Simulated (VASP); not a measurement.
An input for VASP 6.6.1 (EuAgSeF):

The input run.py:

```python
from ase.calculators.vasp import Vasp
from ase.dft.dos import DOS
from ase.io import read

atoms = read('EuAgSeF.cif')
atoms.set_initial_magnetic_moments([7.0, -7.0, 0.0, 0.0, 0.0, 0.0, 0.0, 0.0])
calc = Vasp(
    directory='calc',
    xc='pbe',
    pp='PBE',
    setups={'base': 'minimal'},
    prec='Accurate',
    encut=520,
    ediff=1e-06,
    ismear=-5,
    sigma=0.05,
    lreal=False,
    lasph=True,
    nelm=120,
    algo='Normal',
    isif=2,
    lwave=False,
    lcharg=False,
    ispin=2,
    lorbit=11,
    lmaxmix=6,
    ldautype=1,
    ldauprint=1,
    ivdw=2,
    ldau_luj={'Ag': {'L': 2, 'U': 7, 'J': 0.5}, 'Eu': {'L': 3, 'U': 5, 'J': 0.5}},
    kpts=[7, 7, 3],
    gamma=True,
    nbands=55,
)
atoms.calc = calc

print('energy (eV):', atoms.get_potential_energy())
print('free energy (eV):', atoms.get_potential_energy(force_consistent=True))
print('forces (eV/A):')
print(atoms.get_forces())
print('stress (eV/A^3, Voigt):', atoms.get_stress())
print('Fermi level (eV):', calc.get_fermi_level())
print('moment (muB):', atoms.get_magnetic_moment())
print('site moments (muB):', atoms.get_magnetic_moments())
dos = DOS(calc, width=0.05, window=(-10, 10), npts=301)
print('E - E_F (eV), DOS (1/eV)')
for e, g in zip(dos.get_energies(), dos.get_dos()):
    print(f'{e:8.3f} {g:10.4f}')
```

EuAgSeF.cif

```cif
data_EuAgSeF
_cell_length_a 4.15427000
_cell_length_b 4.15427000
_cell_length_c 9.21830000
_cell_angle_alpha 90.00000000
_cell_angle_beta 90.00000000
_cell_angle_gamma 90.00000000
_space_group_name_H-M_alt 'P1'
_space_group_name_Hall 'P 1'
_space_group_IT_number 1
loop_
_space_group_symop_operation_xyz
'x,y,z'
loop_
_atom_site_label
_atom_site_type_symbol
_atom_site_symmetry_multiplicity
_atom_site_Wyckoff_symbol
_atom_site_fract_x
_atom_site_fract_y
_atom_site_fract_z
_atom_site_occupancy
Eu1 Eu 1 a 0.0000000000 0.5000000000 0.6524200000 1
Eu2 Eu 1 a 0.5000000000 0.0000000000 0.3475800000 1
Ag1 Ag 1 a 0.5000000000 0.5000000000 0.0000000000 1
Ag2 Ag 1 a 0.0000000000 0.0000000000 0.0000000000 1
Se1 Se 1 a 0.5000000000 0.0000000000 0.8032000000 1
Se2 Se 1 a 0.0000000000 0.5000000000 0.1968000000 1
F1 F 1 a 0.5000000000 0.5000000000 0.5000000000 1
F2 F 1 a 0.0000000000 0.0000000000 0.5000000000 1
```

Potentials or basis: VASP PAW PBE potentials, release 64 (Eu, Ag, Se, F).

Launch:

```console
$ python run.py
```

**Question.** Does this run start?

**Answer.** The run stopped without a result. It printed:

Output:

```text
Traceback (most recent call last):
  ...
ase.calculators.calculator.CalculationFailed: vasp in <dir> returned an error: 1 stderr is in vasp.out
```

OUTCAR:

```text
ENCUT = 520.000000
   EDIFF = 1.00e-06
   GGA = PE
   PREC = Accurate
   ISIF = 2
   ISMEAR = -5
   ISPIN = 2
   LORBIT = 11
   NELM = 120
   IVDW = 2
   LASPH = .TRUE.
   LREAL = .FALSE.
```

Among its messages:

```text
Error: missing parameters C6 for the following elements: Eu. Use flag VDW_C6 or VDW_C6au to define C6 for each atomic type in POSCAR! ---->  I REFUSE TO CONTINUE WITH THIS SICK JOB ... BYE!!! <----
```
